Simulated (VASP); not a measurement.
Energy against volume of KBr (rock salt). Calculation: optB86b-vdW, VASP's PBE PAW potentials (set 64) (plane waves; VASP 6.6.1). Numerical set-up: 520 eV cut-off, 7×7×7 Γ-centred mesh, Gaussian smearing of 0.050 eV, potentials K_sv Br.

```tsv
V (Å³/atom)	E (eV/atom)
34.440	-1.19829
35.505	-1.19983
36.570	-1.19813
37.635	-1.19372
```

Task: Fit these four points and predict the energy of the run at 33.374 Å³/atom.

Result: A cubic in V^(−2/3), the third-order Birch-Murnaghan form, passes through the four points with V0 = 35.45 Å³/atom and B0 = 16 GPa, and gives -1.1929 eV/atom there. The run gave -1.1929 eV/atom, -0.0 meV/atom from the fit; all five points give B0 = 16 GPa.

The compound is KBr in the rock salt structure. It was relaxed first.
